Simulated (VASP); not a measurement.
Output of a VASP run:

**OUTCAR**
```
 ion  position               nearest neighbor table
   1  0.000  0.000  0.000-   3 2.66   3 2.66   3 2.66   2 2.66   3 2.66   2 2.66   2 2.66   2 2.66
  LATTYP: Found a face centered cubic cell.
 ALAT       =     6.1526760000
 Subroutine PRICEL returns:
 Original cell was already a primitive cell.
 Subroutine GETGRP returns: Found 48 space group operations
The static configuration has the point symmetry O_h .
The dynamic configuration has the point symmetry O_h .
 Subroutine INISYM returns: Found 48 space group operations
 Subroutine IBZKPT returns following result:
 Found     29 irreducible k-points:

 Following reciprocal coordinates:
            Coordinates               Weight
  0.000000  0.000000  0.000000      1.000000
  0.125000  0.000000  0.000000      8.000000
  0.250000  0.000000  0.000000      8.000000
  0.375000  0.000000  0.000000      8.000000
  0.500000  0.000000  0.000000      4.000000
  0.125000  0.125000  0.000000      6.000000
  0.250000  0.125000  0.000000     24.000000
  0.375000  0.125000  0.000000     24.000000
  0.500000  0.125000  0.000000     24.000000
 -0.375000  0.125000  0.000000     24.000000
 -0.250000  0.125000  0.000000     24.000000
 -0.125000  0.125000  0.000000     12.000000
  0.250000  0.250000  0.000000      6.000000
  0.375000  0.250000  0.000000     24.000000
  0.500000  0.250000  0.000000     24.000000
 -0.375000  0.250000  0.000000     24.000000
 -0.250000  0.250000  0.000000     12.000000
  0.375000  0.375000  0.000000      6.000000
  0.500000  0.375000  0.000000     24.000000
 -0.375000  0.375000  0.000000     12.000000
  0.500000  0.500000  0.000000      3.000000
  0.375000  0.250000  0.125000     24.000000
  0.500000  0.250000  0.125000     48.000000
 -0.375000  0.250000  0.125000     24.000000
  0.500000  0.375000  0.125000     24.000000
 -0.375000  0.375000  0.125000     48.000000
 -0.250000  0.375000  0.125000     24.000000
 -0.375000  0.500000  0.125000     12.000000
 -0.250000  0.500000  0.250000      6.000000
   k-points           NKPTS =     29   k-points in BZ     NKDIM =     29   number of bands    NBANDS=     14
   number of dos      NEDOS =    301   number of ions     NIONS =      3
   total plane-waves  NPLWV =  21952
   dimension x,y,z NGX =    28 NGY =   28 NGZ =   28
   dimension x,y,z NGXF=    56 NGYF=   56 NGZF=   56
   ions per type =               1   2
   PREC   = accura    normal or accurate (medium, high low for compatibility)
   ISTART =      0    job   : 0-new  1-cont  2-samecut
   ICHARG =      2    charge: 1-file 2-atom 10-const
   ISPIN  =      1    spin polarized calculation?
   LNONCOLLINEAR =      F non collinear calculations
   LSORBIT =      F    spin-orbit coupling
   INIWAV =      1    electr: 0-lowe 1-rand  2-diag
   ENCUT  =  300.0 eV  22.05 Ry    4.70 a.u.   6.14  6.14  6.14*2*pi/ulx,y,z
   NELM   =    100;   NELMIN=  2; NELMDL= -5     # of ELM steps
   EDIFF  = 0.1E-05   stopping-criterion for ELM
   LREAL  =      F    real-space projection
   NLSPLINE    = F    spline interpolate recip. space projectors
   LMAXMIX     =    4 max onsite mixed and CHGCAR
   VOSKOWN=      0    Vosko Wilk Nusair interpolation
   EDIFFG = -.1E-01   stopping-criterion for IOM
   NSW    =     50    number of steps for IOM
   NBLOCK =      1;   KBLOCK =     50    inner block; outer block
   IBRION =      2    ionic relax: 0-MD 1-quasi-New 2-CG
   NFREE  =      1    steps in history (QN), initial steepest desc. (CG)
   ISIF   =      3    stress and relaxation
   ISYM   =      2    0-nonsym 1-usesym 2-fastsym
   TEIN   =    0.0    initial temperature
   TEBEG  =    0.0;   TEEND  =   0.0 temperature during run
   SMASS  =  -3.00    Nose mass-parameter (am)
   PSTRESS=    0.0 pullay stress
   NELECT =      21.0000    total number of electrons
   EFERMI =   0.00;   METHOD = LEGACY
   ISMEAR =     0;   SIGMA  =   0.10  broadening in eV -4-tet -1-fermi 0-gaus
   IALGO  =     38    algorithm
   LDIAG  =      T    sub-space diagonalisation (order eigenvalues)
...
```

OSZICAR:
```
...
DAV:   7    -0.211546869092E+02   -0.18454E-03   -0.90647E-04   970   0.267E-01    0.542E-02
DAV:   8    -0.211547105668E+02   -0.23658E-04   -0.54318E-05   860   0.809E-02    0.271E-02
DAV:   9    -0.211547102413E+02    0.32551E-06   -0.52750E-06  1016   0.165E-02
   3 F= -.21154710E+02 E0= -.21147915E+02  d E =-.881257E+00
       N       E                     dE             d eps       ncg     rms          rms(c)
DAV:   1    -0.211661206115E+02   -0.11410E-01   -0.20348E-01   890   0.528E+00    0.110E+00
DAV:   2    -0.211594861481E+02    0.66345E-02   -0.12146E-01   908   0.293E+00    0.549E-01
DAV:   3    -0.211558082230E+02    0.36779E-02   -0.18324E-02   902   0.104E+00    0.789E-02
DAV:   4    -0.211557491380E+02    0.59085E-04   -0.78544E-04   902   0.257E-01    0.376E-02
DAV:   5    -0.211557683480E+02   -0.19210E-04   -0.24473E-05  1106   0.469E-02    0.303E-02
DAV:   6    -0.211557772326E+02   -0.88846E-05   -0.10141E-05   896   0.229E-02    0.238E-03
DAV:   7    -0.211557773735E+02   -0.14093E-06   -0.28662E-07   430   0.363E-03
   4 F= -.21155777E+02 E0= -.21149097E+02  d E =-.882324E+00
       N       E                     dE             d eps       ncg     rms          rms(c)
DAV:   1    -0.211617152574E+02   -0.59380E-02   -0.12198E-01   884   0.409E+00    0.855E-01
DAV:   2    -0.211577125743E+02    0.40027E-02   -0.72538E-02   908   0.227E+00    0.424E-01
DAV:   3    -0.211555359574E+02    0.21766E-02   -0.10780E-02   902   0.803E-01    0.608E-02
DAV:   4    -0.211555021716E+02    0.33786E-04   -0.46536E-04   896   0.196E-01    0.285E-02
DAV:   5    -0.211555139418E+02   -0.11770E-04   -0.15566E-05  1086   0.375E-02    0.237E-02
DAV:   6    -0.211555197336E+02   -0.57918E-05   -0.61760E-06   878   0.179E-02    0.190E-03
DAV:   7    -0.211555198283E+02   -0.94717E-07   -0.18867E-07   406   0.295E-03
   5 F= -.21155520E+02 E0= -.21148913E+02  d E =-.882067E+00
       N       E                     dE             d eps       ncg     rms          rms(c)
DAV:   1    -0.211720621472E+02   -0.16542E-01   -0.32186E-01   878   0.667E+00    0.139E+00
DAV:   2    -0.211621835703E+02    0.98786E-02   -0.20546E-01   914   0.380E+00    0.719E-01
DAV:   3    -0.211555345896E+02    0.66490E-02   -0.31300E-02   908   0.136E+00    0.983E-02
DAV:   4    -0.211554385370E+02    0.96053E-04   -0.13367E-03   902   0.307E-01    0.361E-02
DAV:   5    -0.211554563245E+02   -0.17787E-04   -0.85606E-05   944   0.854E-02    0.410E-02
DAV:   6    -0.211554607607E+02   -0.44362E-05   -0.20944E-05   914   0.330E-02    0.346E-03
DAV:   7    -0.211554607948E+02   -0.34082E-07   -0.67445E-07   460   0.561E-03
   6 F= -.21155461E+02 E0= -.21148729E+02  d E =0.590335E-04
       N       E                     dE             d eps       ncg     rms          rms(c)
DAV:   1    -0.211603447717E+02   -0.48840E-02   -0.89289E-02   884   0.350E+00    0.730E-01
DAV:   2    -0.211574485333E+02    0.28962E-02   -0.53687E-02   908   0.195E+00    0.366E-01
DAV:   3    -0.211558133769E+02    0.16352E-02   -0.80762E-03   902   0.693E-01    0.522E-02
DAV:   4    -0.211557889326E+02    0.24444E-04   -0.34576E-04   896   0.168E-01    0.240E-02
DAV:   5    -0.211557977823E+02   -0.88497E-05   -0.11943E-05   984   0.329E-02    0.204E-02
DAV:   6    -0.211558023696E+02   -0.45874E-05   -0.45937E-06   866   0.155E-02    0.165E-03
DAV:   7    -0.211558024280E+02   -0.58386E-07   -0.15710E-07   406   0.268E-03
   7 F= -.21155802E+02 E0= -.21149140E+02  d E =-.282600E-03
```

**OUTCAR**
```
------------------------ aborting loop because EDIFF is reached ----------------------------------------
  FORCE on cell =-STRESS in cart. coord.  units (eV):
  Direction    XX          YY          ZZ          XY          YZ          ZX
  --------------------------------------------------------------------------------------
  Total        0.0008412      0.0008412      0.0008412      0.0000000      0.0000000     -0.0000000
  in kB        0.0287480      0.0287480      0.0287480      0.0000000      0.0000000     -0.0000000
  external PRESSURE =       0.0287480 kB  Pullay stress =       0.0000000 kB
  volume of cell :       46.88
      direct lattice vectors                 reciprocal lattice vectors
     0.000000000  2.861898461  2.861898461    -0.174709203  0.174709203  0.174709203
     2.861898461 -0.000000000  2.861898461     0.174709203 -0.174709203  0.174709203
     2.861898461  2.861898461  0.000000000     0.174709203  0.174709203 -0.174709203
 POSITION                                       TOTAL-FORCE (eV/Angst)
 -----------------------------------------------------------------------------------
      0.00000      0.00000      0.00000        -0.000000      0.000000      0.000000
      1.43095      1.43095      1.43095        -0.000000      0.000000      0.000000
      4.29285      4.29285      4.29285         0.000000     -0.000000     -0.000000
 -----------------------------------------------------------------------------------
    total drift:                               -0.000000     -0.000000      0.000000
  FREE ENERGIE OF THE ION-ELECTRON SYSTEM (eV)
  ---------------------------------------------------
  free  energy   TOTEN  =       -21.1558024280 eV

  energy  without entropy=      -21.1424774917  energy(sigma->0) =      -21.14913996

 reached required accuracy - stopping structural energy minimisation
```
(Selected blocks of OUTCAR.)

File POSCAR:
```
Si2Tc
1
    0.0000000000     3.0763380000     3.0763380000
    3.0763380000     0.0000000000     3.0763380000
    3.0763380000     3.0763380000     0.0000000000
Tc Si
1 2
Direct
  0.0000000000   0.0000000000   0.0000000000
  0.2500000000   0.2500000000   0.2500000000
  0.7500000000   0.7500000000   0.7500000000
```

Q: Reconstruct the remaining input files.

A: This is not unique; one that fits is the input of the run itself, PBE GGA, plane waves, VASP's PBE PAW potentials (set 64).

**INCAR**
```
! general
SYSTEM   =  Si2Tc
PREC     =  Accurate
ENCUT    =  300   ! plane-wave cut-off (eV)
LREAL    =  F   ! projection in real space or not
LASPH    =  T   ! aspherical one-centre terms

! electronic loop
EDIFF    =  1E-6
NELM     =  100
ALGO     =  Normal   ! blocked Davidson
LMAXMIX  =  4   ! l cut-off of mixed one-centre charges

! smearing
ISMEAR   =  0
SIGMA    =  0.1   ! width (eV)

! functional
GGA      =  PE   ! PBE

! ions
IBRION   =  2   ! conjugate gradients
NSW      =  50
ISIF     =  3
EDIFFG   =  -0.01

! output
LWAVE    =  F
LCHARG   =  F
```

**KPOINTS**
```
Automatic mesh
0
Gamma
8 8 8
0 0 0
```

POTCAR, in this order: Tc_pv Si (PBE.64 set). Program: vasp_std.

At this cut-off the stress carries a Pulay error, which pulls relaxed volumes low. Energy and stress use the plane-wave basis of the starting cell.

The structure was generated: Si2Tc was put into an ordered model structure, which need not be its known phase. This run relaxes it. Symmetry was kept, so distortions that lower it aren't found. The run is one of a series of settings (EDIFFG = -0.01, IBRION = 2, ISIF = 3, NSW = 50 against the base run), some of them coarse on purpose. The electron count is odd and the run is not spin-polarised, which forces a metal.
